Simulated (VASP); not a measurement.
The system is BC5.

```
C B
1.0
    -1.25260    3.86255    1.86714
     1.25260   -3.86255    1.86714
     1.25260    3.86255   -1.86714
C B
5 1
Cartesian
  0.0000 0.0000 3.0818
  0.0000 1.3012 0.1559
  0.0000 6.4239 0.1559
  1.2526 1.3317 1.0590
  1.2526 -1.3317 1.0590
  0.0000 3.8626 0.0903
```

The cell comes from a database or a generator and needn't be the stable form of this composition.

- Program: VASP 6.6.1
- Task: single point
- Functional: PBE
- Potentials or basis: VASP PAW PBE potentials, release 64 (C, B)
- Cutoff: 520 eV
- k mesh: 13 × 13 × 13
- Occupations: fermi-dirac, width 0.05 eV
- Spin: no spin polarisation

On this cell: pressure 0.0 GPa; largest force 0.077 eV/Å; band gap on the k mesh none (metal or under the smearing width).

The same run follows on a disturbed copy (atoms moved at random, drawn with an rms of 0.05 Å):

```
CELL_PARAMETERS angstrom
-1.25260 3.86255 1.86714
1.25260 -3.86255 1.86714
1.25260 3.86255 -1.86714
ATOMIC_POSITIONS crystal
C 0.83207 0.83528 0.00650
C 0.20839 0.02878 0.16486
C 0.87412 0.02414 0.80540
C 0.45036 0.76793 0.65019
C 0.10154 0.78205 0.33438
B 0.53126 0.01743 0.48156
```

Task: What changes?

Result: The energy (extrapolated to zero smearing) moves by +39.1 meV/atom; pressure 1.5 GPa; largest force 2.875 eV/Å; band gap on the k mesh none (metal or under the smearing width).

Forces on the atoms (eV/Å):
```
C   -0.408 -0.955 -0.624
C   -0.284 -1.422  1.003
C    2.113  0.937 -1.200
C    0.639  1.533 -0.225
C   -2.188 -0.201  1.854
B    0.128  0.108 -0.809
```

Stress tensor (GPa, compression positive):
```
 3.09 -0.80 -1.45
-0.80 -1.64 -0.27
-1.45 -0.27  2.90
```
